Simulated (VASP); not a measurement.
# La: accuracy against cost in the precision settings and smearing, part 2 of 3

How sensitive are energy and pressure of La to the precision settings and smearing? The series runs use PBEsol. This is not the structure that La takes at ambient conditions. The start is a computed cell from the Materials Project.

VASP 6.6.1; PBEsol; plane waves and PAW (La).

Still holding for the runs below: This run has no spin polarisation. Its electron count is odd, so without a moment it is a metal by construction. The k-mesh is coarse for a metal.

So far. Step 5 (Precision settings: PREC = Single): Against the first of the series the energy stays within 0.01 meV an atom and the pressure within 0.01 GPa, after 11 cycles in 2 s. Step 6 (Precision settings: PREC = Accurate): Against the first of the series the energy moves by -0.03 meV an atom and the pressure by -0.02 GPa, after 11 cycles in 2.4 s.

The starting crystal is not the ambient structure of La (hexagonal, No. 194); it is a model or a phase of other conditions.

## Step 7: Precision settings: LREAL = Auto

File INCAR:

```
SYSTEM = La
PREC = Accurate
ENCUT = 400
EDIFF = 1E-06
NELM = 100
ISMEAR = -1
SIGMA = 0.05
LREAL = Auto
ALGO = Normal
GGA = PS
NBANDS = 11
LORBIT = 11
LWAVE = .FALSE.
LCHARG = .FALSE.
KPAR = 2
ISIF = 2
```

File POSCAR:

```
La
1.0
   -2.1238310710      2.1238310710      2.1238310710
    2.1238310710     -2.1238310710      2.1238310710
    2.1238310710      2.1238310710     -2.1238310710
La
1
Direct
    0.0000000000      0.0000000000      0.0000000000
```

File KPOINTS:

```
Automatic mesh
0
Gamma
9 9 9
0 0 0
```

Potentials, in the order of the species: La (PBE family, release 64).

Started as:

```bash
mpirun -np 2 vasp_std
```

The log of the run:

```text
[banner, memory and clock lines left out]
running    2 mpi-ranks, on    1 nodes
[...]
|                                                                             |
|               ----> ADVICE to this user running VASP <----                  |
|                                                                             |
|     You have a (more or less) 'small supercell' and for smaller cells       |
|     it is recommended to use the reciprocal-space projection scheme!        |
|     The real-space optimization is not efficient for small cells and it     |
|     is also less accurate ...                                               |
|     Therefore, set LREAL=.FALSE. in the INCAR file.                         |
|                                                                             |

 [... a notice as in an earlier step ...]

 LDA part: xc-table for (Slater+PW92), standard interpolation
 POSCAR, INCAR and KPOINTS ok, starting setup
[...]
entering main loop
       N       E                     dE             d eps       ncg     rms          rms(c)
DAV:   1     0.898992983076E+02    0.89899E+02   -0.31670E+03   770   0.978E+02
DAV:   2     0.196498966213E+00   -0.89703E+02   -0.87975E+02  1034   0.182E+02
DAV:   3    -0.499718954864E+01   -0.51937E+01   -0.49495E+01  1162   0.714E+01
DAV:   4    -0.519989368499E+01   -0.20270E+00   -0.20115E+00  1366   0.981E+00
[...]
DAV:   9    -0.519342061046E+01   -0.13328E-04   -0.26491E-05  1452   0.451E-02    0.793E-03
DAV:  10    -0.519342186214E+01   -0.12517E-05   -0.37027E-06  1121   0.166E-02    0.192E-03
DAV:  11    -0.519342224690E+01   -0.38475E-06   -0.25051E-07   820   0.557E-03
   1 F= -.51934222E+01 E0= -.51798507E+01  d E =-.271432E-01
```

It took 4.8 s on 2 MPI ranks of Intel Xeon 6975P-C (Granite Rapids), shared host; peak memory 0.26 GiB; 8.4 s of CPU time.

From OUTCAR (step 7):

```text
  Total       -0.6080327     -0.6080327     -0.6080327      0.0000000     -0.0000000      0.0000000
  in kB      -25.4224639    -25.4224639    -25.4224639      0.0000000     -0.0000000      0.0000000
  external PRESSURE =     -25.4224639 kB  Pullay stress =       0.0000000 kB

 POSITION                                       TOTAL-FORCE (eV/Angst)
 -----------------------------------------------------------------------------------
      0.00000      0.00000      0.00000        -0.000000      0.000000      0.000000
 -----------------------------------------------------------------------------------
    total drift:                                0.000000      0.000000      0.000000

  FREE ENERGIE OF THE ION-ELECTRON SYSTEM (eV)
  ---------------------------------------------------
  free  energy   TOTEN  =        -5.1934222469 eV

  energy  without entropy=       -5.1662790960  energy(sigma->0) =       -5.17985067

[... 2 parts as in an earlier step ...]

[... 1 further part left out ...]
[key lines of the parts left out:]
E-fermi :   7.4348
```

Against PREC = Accurate, on which this run builds, the energy moves by +0.31 meV an atom and the pressure by +0.01 GPa, after 11 cycles in 4.8 s.

## Step 8: Precision settings: ADDGRID on

Edit INCAR of step 7 so:

```diff
@@ -7,3 +7,3 @@
 SIGMA = 0.05
-LREAL = Auto
+LREAL = .FALSE.
 ALGO = Normal
@@ -16 +16,2 @@
 ISIF = 2
+ADDGRID = .TRUE.
```

POSCAR is that of step 7.

KPOINTS is that of step 7.

Started as:

```bash
mpirun -np 2 vasp_std
```

The log of the run:

```text
[... set-up lines as in an earlier step ...]
 entering main loop
       N       E                     dE             d eps       ncg     rms          rms(c)
DAV:   1     0.898991702058E+02    0.89899E+02   -0.31670E+03   770   0.978E+02
DAV:   2     0.196066299548E+00   -0.89703E+02   -0.87975E+02  1034   0.182E+02
DAV:   3    -0.499748492131E+01   -0.51936E+01   -0.49494E+01  1162   0.714E+01
DAV:   4    -0.520019833968E+01   -0.20271E+00   -0.20116E+00  1366   0.981E+00
[...]
DAV:   9    -0.519373380337E+01   -0.13310E-04   -0.26453E-05  1452   0.451E-02    0.793E-03
DAV:  10    -0.519373504975E+01   -0.12464E-05   -0.36906E-06  1121   0.166E-02    0.191E-03
DAV:  11    -0.519373543446E+01   -0.38470E-06   -0.24937E-07   820   0.556E-03
   1 F= -.51937354E+01 E0= -.51801640E+01  d E =-.271429E-01
```

The job ended after 4.6 s (2 MPI ranks; peak memory 0.42 GiB).

OUTCAR, selected parts (step 8):

```text
  Total       -0.6095617     -0.6095617     -0.6095617      0.0000000     -0.0000000      0.0000000
  in kB      -25.4863933    -25.4863933    -25.4863933      0.0000000     -0.0000000      0.0000000
  external PRESSURE =     -25.4863933 kB  Pullay stress =       0.0000000 kB

 POSITION                                       TOTAL-FORCE (eV/Angst)
 -----------------------------------------------------------------------------------
      0.00000      0.00000      0.00000        -0.000000      0.000000     -0.000000
 -----------------------------------------------------------------------------------
    total drift:                                0.000000      0.000000     -0.000000

  FREE ENERGIE OF THE ION-ELECTRON SYSTEM (eV)
  ---------------------------------------------------
  free  energy   TOTEN  =        -5.1937354345 eV

  energy  without entropy=       -5.1665925665  energy(sigma->0) =       -5.18016400

[... 2 parts as in an earlier step ...]

[... 1 further part left out ...]
[key lines of the parts left out:]
E-fermi :   7.4348
```

Against PREC = Accurate, on which this run builds, the energy moves by -0.01 meV an atom while the pressure stays within 0.01 GPa, after 11 cycles in 4.6 s.

## Step 9: Precision settings: LASPH on

Edit INCAR of step 8 so:

```diff
@@ -16,2 +16,2 @@
 ISIF = 2
-ADDGRID = .TRUE.
+LASPH = .TRUE.
```

POSCAR is that of step 8.

KPOINTS is that of step 8.

Started as:

```bash
mpirun -np 2 vasp_std
```

The log of the run:

```text
[... set-up lines as in an earlier step ...]
 entering main loop
       N       E                     dE             d eps       ncg     rms          rms(c)
DAV:   1     0.898991654446E+02    0.89899E+02   -0.31670E+03   770   0.978E+02
DAV:   2     0.196069790157E+00   -0.89703E+02   -0.87975E+02  1034   0.182E+02
DAV:   3    -0.499748009145E+01   -0.51935E+01   -0.49494E+01  1162   0.714E+01
DAV:   4    -0.520019303935E+01   -0.20271E+00   -0.20116E+00  1366   0.981E+00
[...]
DAV:   9    -0.519376131100E+01   -0.12901E-04   -0.21917E-05  1452   0.421E-02    0.783E-03
DAV:  10    -0.519376256795E+01   -0.12570E-05   -0.34072E-06  1089   0.160E-02    0.181E-03
DAV:  11    -0.519376292799E+01   -0.36004E-06   -0.24564E-07   796   0.595E-03
   1 F= -.51937629E+01 E0= -.51801926E+01  d E =-.271406E-01
```

Run time: 3.4 s. Hardware: 2 MPI ranks; peak memory 0.26 GiB.

OUTCAR, selected parts (step 9):

```text
  Total       -0.6097184     -0.6097184     -0.6097184     -0.0000000     -0.0000000      0.0000000
  in kB      -25.4929418    -25.4929418    -25.4929418     -0.0000000     -0.0000000      0.0000000
  external PRESSURE =     -25.4929418 kB  Pullay stress =       0.0000000 kB

 POSITION                                       TOTAL-FORCE (eV/Angst)
 -----------------------------------------------------------------------------------
      0.00000      0.00000      0.00000        -0.000000      0.000000      0.000000
 -----------------------------------------------------------------------------------
    total drift:                                0.000000      0.000000     -0.000000

  FREE ENERGIE OF THE ION-ELECTRON SYSTEM (eV)
  ---------------------------------------------------
  free  energy   TOTEN  =        -5.1937629280 eV

  energy  without entropy=       -5.1666222949  energy(sigma->0) =       -5.18019261

[... 2 parts as in an earlier step ...]

[... 1 further part left out ...]
[key lines of the parts left out:]
E-fermi :   7.4348
```

Against PREC = Accurate, on which this run builds, the energy moves by -0.03 meV an atom while the pressure stays within 0.01 GPa, after 11 cycles in 3.4 s.

## Step 10: The precision settings series as a table

This step: convergence of PBEsol results with the precision; plane waves and PAW (VASP 6.6.1).

This step runs nothing: it gathers the runs above.

Differences are taken from the run with PREC = Normal; the rows on LREAL, ADDGRID and LASPH hold PREC = Accurate and are best read against that row. Results of the series, by row:

```tsv
setting	status	energy less the reference (meV/atom)	pressure (GPa)	SCF cycles	wall time (s)
PREC = Low	converged	0.08744	-2.531	11	1.8
PREC = Medium	converged	-0.08736	-2.554	11	2
PREC = Normal	converged	0	-2.549	11	2
PREC = Single	converged	0.08659	-2.531	11	2
PREC = Accurate	converged	0.05297	-2.549	11	2.4
LREAL = Auto	converged	0.3611	-2.542	11	4.8
ADDGRID = .TRUE.	converged	0.04779	-2.549	11	4.6
LASPH = .TRUE.	converged	0.01918	-2.549	11	3.4
```

## Step 11: Smearing: ISMEAR = 0, SIGMA = 0.01

This step: PBEsol; plane waves and PAW (La) (VASP 6.6.1).

Smearing steadies the sum over the Fermi surface at the price of an entropy term.

Edit INCAR of step 9 so:

```diff
@@ -5,4 +5,4 @@
 NELM = 100
-ISMEAR = -1
-SIGMA = 0.05
+ISMEAR = 0
+SIGMA = 0.01
 LREAL = .FALSE.
@@ -16,2 +16 @@
 ISIF = 2
-LASPH = .TRUE.
```

POSCAR is that of step 9.

KPOINTS is that of step 9.

Started as:

```bash
mpirun -np 2 vasp_std
```

The log of the run:

```text
[... set-up lines as in an earlier step ...]
 entering main loop
       N       E                     dE             d eps       ncg     rms          rms(c)
DAV:   1     0.899093452422E+02    0.89909E+02   -0.31670E+03   770   0.978E+02
DAV:   2     0.206066652502E+00   -0.89703E+02   -0.87936E+02  1034   0.182E+02
DAV:   3    -0.498184536022E+01   -0.51879E+01   -0.49449E+01  1162   0.714E+01
DAV:   4    -0.518347026999E+01   -0.20162E+00   -0.19952E+00  1366   0.978E+00
DAV:   5    -0.520056705347E+01   -0.17097E-01   -0.17093E-01  1404   0.244E+00    0.187E+00
DAV:   6    -0.518610312532E+01    0.14464E-01   -0.73350E-03  1404   0.587E-01    0.110E+00
DAV:   7    -0.517671742676E+01    0.93857E-02   -0.76660E-03  1377   0.618E-01    0.480E-02
DAV:   8    -0.517671686200E+01    0.56476E-06   -0.25161E-04  1401   0.121E-01    0.149E-02
DAV:   9    -0.517672945485E+01   -0.12593E-04   -0.24501E-05  1428   0.431E-02    0.734E-03
DAV:  10    -0.517673094534E+01   -0.14905E-05   -0.31937E-06  1081   0.157E-02    0.180E-03
DAV:  11    -0.517673127542E+01   -0.33008E-06   -0.24096E-07   796   0.607E-03
   1 F= -.51767313E+01 E0= -.51765233E+01  d E =-.415857E-03
```

The job ended after 2.2 s (2 MPI ranks; peak memory 0.26 GiB; 3.4 s of CPU time).

Parts of OUTCAR (step 11):

```text
   NELECT =      11.0000    total number of electrons

 E-fermi :   7.4082

 k-point     1 :       0.0000    0.0000    0.0000
  band No.  band energies     occupation
      1     -25.4736      2.00000
      2      -8.4550      2.00000
      3      -8.4550      2.00000
      4      -8.4550      2.00000
      5       4.1718      2.00000
      6       8.8764      0.00000
      7       8.8764      0.00000
      8       8.8764      0.00000
      9       8.9362      0.00000
     10       8.9362      0.00000
    ...

  Total       -0.6451077     -0.6451077     -0.6451077     -0.0000000      0.0000000     -0.0000000
  in kB      -26.9726058    -26.9726058    -26.9726058     -0.0000000      0.0000000     -0.0000000
  external PRESSURE =     -26.9726058 kB  Pullay stress =       0.0000000 kB

 POSITION                                       TOTAL-FORCE (eV/Angst)
 -----------------------------------------------------------------------------------
      0.00000      0.00000      0.00000         0.000000      0.000000     -0.000000
 -----------------------------------------------------------------------------------
    total drift:                                0.000000      0.000000      0.000000

  FREE ENERGIE OF THE ION-ELECTRON SYSTEM (eV)
  ---------------------------------------------------
  free  energy   TOTEN  =        -5.1767312754 eV

  energy  without entropy=       -5.1763154186  energy(sigma->0) =       -5.17652335

[... 7 parts as in an earlier step ...]

[... 10 further parts left out ...]
```

Numbers from this step:

```yaml
free_energy_toten: -5.177 eV
energy_at_zero_smearing: -5.177 eV
fermi_energy: 7.408 eV
pressure: -2.697 GPa
```

The series starts at -5.1765 eV an atom and -2.70 GPa, after 11 cycles in 2.2 s. The entropy term T·S comes to 0.42 meV an atom in size.

## Step 12: Smearing: ISMEAR = 0, SIGMA = 0.05

Edit INCAR of step 11 so:

```diff
@@ -6,3 +6,3 @@
 ISMEAR = 0
-SIGMA = 0.01
+SIGMA = 0.05
 LREAL = .FALSE.
```

POSCAR is that of step 11.

KPOINTS is that of step 11.

Started as:

```bash
mpirun -np 2 vasp_std
```

The log of the run:

```text
[... set-up lines as in an earlier step ...]
 entering main loop
       N       E                     dE             d eps       ncg     rms          rms(c)
DAV:   1     0.899074750332E+02    0.89907E+02   -0.31670E+03   770   0.978E+02
DAV:   2     0.203606287414E+00   -0.89704E+02   -0.87946E+02  1034   0.182E+02
DAV:   3    -0.498530443879E+01   -0.51889E+01   -0.49450E+01  1162   0.714E+01
DAV:   4    -0.518717674476E+01   -0.20187E+00   -0.20054E+00  1366   0.980E+00
[...]
DAV:   9    -0.518041669915E+01   -0.13033E-04   -0.25092E-05  1436   0.438E-02    0.779E-03
DAV:  10    -0.518041790127E+01   -0.12021E-05   -0.34827E-06  1105   0.163E-02    0.179E-03
DAV:  11    -0.518041827455E+01   -0.37328E-06   -0.24400E-07   820   0.568E-03
   1 F= -.51804183E+01 E0= -.51771028E+01  d E =-.663091E-02
```

The job ended after 2.4 s (2 MPI ranks; peak memory 0.26 GiB).

Parts of OUTCAR (step 12):

```text
  Total       -0.6309543     -0.6309543     -0.6309543      0.0000000     -0.0000000      0.0000000
  in kB      -26.3808381    -26.3808381    -26.3808381      0.0000000     -0.0000000      0.0000000
  external PRESSURE =     -26.3808381 kB  Pullay stress =       0.0000000 kB

  FREE ENERGIE OF THE ION-ELECTRON SYSTEM (eV)
  ---------------------------------------------------
  free  energy   TOTEN  =        -5.1804182745 eV

  energy  without entropy=       -5.1737873687  energy(sigma->0) =       -5.17710282

[... 3 parts as in an earlier step ...]

[... 1 further part left out ...]
[key lines of the parts left out:]
E-fermi :   7.4218
```

Against the run before the energy at zero width moves by -0.58 meV an atom and the pressure by +0.06 GPa, after 11 cycles in 2.4 s. The entropy term T·S comes to 6.63 meV an atom in size.

## Step 13: Smearing: ISMEAR = 0, SIGMA = 0.1

Edit INCAR of step 12 so:

```diff
@@ -6,3 +6,3 @@
 ISMEAR = 0
-SIGMA = 0.05
+SIGMA = 0.1
 LREAL = .FALSE.
```

POSCAR is that of step 12.

KPOINTS is that of step 12.

Started as:

```bash
mpirun -np 2 vasp_std
```

The log of the run:

```text
[... set-up lines as in an earlier step ...]
 entering main loop
       N       E                     dE             d eps       ncg     rms          rms(c)
DAV:   1     0.899027433941E+02    0.89903E+02   -0.31670E+03   770   0.978E+02
DAV:   2     0.199212908081E+00   -0.89704E+02   -0.87968E+02  1034   0.182E+02
DAV:   3    -0.499256773090E+01   -0.51918E+01   -0.49480E+01  1162   0.714E+01
DAV:   4    -0.519501326018E+01   -0.20245E+00   -0.20101E+00  1366   0.981E+00
[...]
DAV:   9    -0.518845638753E+01   -0.13183E-04   -0.25686E-05  1444   0.444E-02    0.792E-03
DAV:  10    -0.518845759096E+01   -0.12034E-05   -0.36607E-06  1121   0.166E-02    0.187E-03
DAV:  11    -0.518845797520E+01   -0.38424E-06   -0.24178E-07   820   0.548E-03
   1 F= -.51884580E+01 E0= -.51791277E+01  d E =-.186605E-01
```

Run time: 2.2 s. Hardware: 2 MPI ranks; peak memory 0.26 GiB.

Parts of OUTCAR (step 13):

```text
  Total       -0.6159912     -0.6159912     -0.6159912     -0.0000000     -0.0000000      0.0000000
  in kB      -25.7552175    -25.7552175    -25.7552175     -0.0000000     -0.0000000      0.0000000
  external PRESSURE =     -25.7552175 kB  Pullay stress =       0.0000000 kB

 POSITION                                       TOTAL-FORCE (eV/Angst)
 -----------------------------------------------------------------------------------
      0.00000      0.00000      0.00000        -0.000000     -0.000000      0.000000
 -----------------------------------------------------------------------------------
    total drift:                                0.000000      0.000000     -0.000000

  FREE ENERGIE OF THE ION-ELECTRON SYSTEM (eV)
  ---------------------------------------------------
  free  energy   TOTEN  =        -5.1884579752 eV

  energy  without entropy=       -5.1697975043  energy(sigma->0) =       -5.17912774

[... 2 parts as in an earlier step ...]

[... 1 further part left out ...]
[key lines of the parts left out:]
E-fermi :   7.4327
```

Against the run before the energy at zero width moves by -2.02 meV an atom and the pressure by +0.06 GPa, after 11 cycles in 2.2 s. The entropy term T·S comes to 18.66 meV an atom in size.

## Step 14: Smearing: ISMEAR = 0, SIGMA = 0.2

Edit INCAR of step 13 so:

```diff
@@ -6,3 +6,3 @@
 ISMEAR = 0
-SIGMA = 0.1
+SIGMA = 0.2
 LREAL = .FALSE.
```

POSCAR is that of step 13.

KPOINTS is that of step 13.

Started as:

```bash
mpirun -np 2 vasp_std
```

The log of the run:

```text
[... set-up lines as in an earlier step ...]
 entering main loop
       N       E                     dE             d eps       ncg     rms          rms(c)
DAV:   1     0.898862995889E+02    0.89886E+02   -0.31670E+03   770   0.978E+02
DAV:   2     0.184785302154E+00   -0.89702E+02   -0.88001E+02  1034   0.182E+02
DAV:   3    -0.501479827257E+01   -0.51996E+01   -0.49560E+01  1162   0.714E+01
DAV:   4    -0.521844392698E+01   -0.20365E+00   -0.20182E+00  1366   0.983E+00
[...]
DAV:   9    -0.521229415976E+01   -0.13215E-04   -0.25810E-05  1444   0.466E-02    0.811E-03
DAV:  10    -0.521229553970E+01   -0.13799E-05   -0.37396E-06  1145   0.165E-02    0.214E-03
DAV:  11    -0.521229591255E+01   -0.37285E-06   -0.25641E-07   796   0.531E-03
   1 F= -.52122959E+01 E0= -.51835658E+01  d E =-.574603E-01
```

The job ended after 2.2 s (2 MPI ranks; peak memory 0.26 GiB; 3.5 s of CPU time).

Parts of OUTCAR (step 14):

```text
  Total       -0.5874385     -0.5874385     -0.5874385     -0.0000000      0.0000000     -0.0000000
  in kB      -24.5613984    -24.5613984    -24.5613984     -0.0000000      0.0000000     -0.0000000
  external PRESSURE =     -24.5613984 kB  Pullay stress =       0.0000000 kB

  FREE ENERGIE OF THE ION-ELECTRON SYSTEM (eV)
  ---------------------------------------------------
  free  energy   TOTEN  =        -5.2122959126 eV

  energy  without entropy=       -5.1548356011  energy(sigma->0) =       -5.18356576

[... 3 parts as in an earlier step ...]

[... 1 further part left out ...]
[key lines of the parts left out:]
E-fermi :   7.4421
```

Against the run before the energy at zero width moves by -4.44 meV an atom and the pressure by +0.12 GPa, after 11 cycles in 2.2 s. The entropy term T·S comes to 57.46 meV an atom in size.

## Step 15: Smearing: ISMEAR = 0, SIGMA = 0.5

Edit INCAR of step 14 so:

```diff
@@ -6,3 +6,3 @@
 ISMEAR = 0
-SIGMA = 0.2
+SIGMA = 0.5
 LREAL = .FALSE.
```

POSCAR is that of step 14.

KPOINTS is that of step 14.

Started as:

```bash
mpirun -np 2 vasp_std
```

The log of the run:

```text
[... set-up lines as in an earlier step ...]
 entering main loop
       N       E                     dE             d eps       ncg     rms          rms(c)
DAV:   1     0.897796555991E+02    0.89780E+02   -0.31670E+03   770   0.978E+02
DAV:   2     0.846952431657E-01   -0.89695E+02   -0.88043E+02  1034   0.182E+02
DAV:   3    -0.513280357994E+01   -0.52175E+01   -0.49964E+01  1162   0.713E+01
DAV:   4    -0.534111614020E+01   -0.20831E+00   -0.20602E+00  1366   0.990E+00
[...]
DAV:   9    -0.533596393107E+01   -0.23833E-04   -0.32157E-05  1449   0.589E-02    0.873E-03
DAV:  10    -0.533596723762E+01   -0.33065E-05   -0.64376E-06  1406   0.233E-02    0.343E-03
DAV:  11    -0.533596749405E+01   -0.25643E-06   -0.98881E-07   932   0.765E-03
   1 F= -.53359675E+01 E0= -.52017134E+01  d E =-.268508E+00
```

It took 2.2 s on 2 MPI ranks; peak memory 0.26 GiB.

OUTCAR, selected parts (step 15):

```text
  Total       -0.4841925     -0.4841925     -0.4841925     -0.0000000      0.0000000     -0.0000000
  in kB      -20.2445801    -20.2445801    -20.2445801     -0.0000000      0.0000000     -0.0000000
  external PRESSURE =     -20.2445801 kB  Pullay stress =       0.0000000 kB

  FREE ENERGIE OF THE ION-ELECTRON SYSTEM (eV)
  ---------------------------------------------------
  free  energy   TOTEN  =        -5.3359674940 eV

  energy  without entropy=       -5.0674593112  energy(sigma->0) =       -5.20171340

[... 3 parts as in an earlier step ...]

[... 1 further part left out ...]
[key lines of the parts left out:]
E-fermi :   7.4234
```

Against the run before the energy at zero width moves by -18.15 meV an atom and the pressure by +0.43 GPa, after 11 cycles in 2.2 s. The entropy term T·S comes to 268.51 meV an atom in size.

(Part 2 of 3 ends here.)

[Lines on the potential files, build, host, timing and source positions are cut from VASP's logs without a mark.]

[Logs are printed without paths, hosts, clocks, repeated set-up lines and the standing remarks that a program may print on its own settings, such as how far it seeks lower states.]

[Hosts, paths, dates, database ids (printed as entryN), source tags and the programs' standing remarks are cut or masked in the printed files.]

[A measured line is paired with the nearest computed mode of its activity, which favours agreement.]

[In band tables of VASP the shares of atoms and orbitals are scaled to a sum of 1 inside the atoms' spheres.]
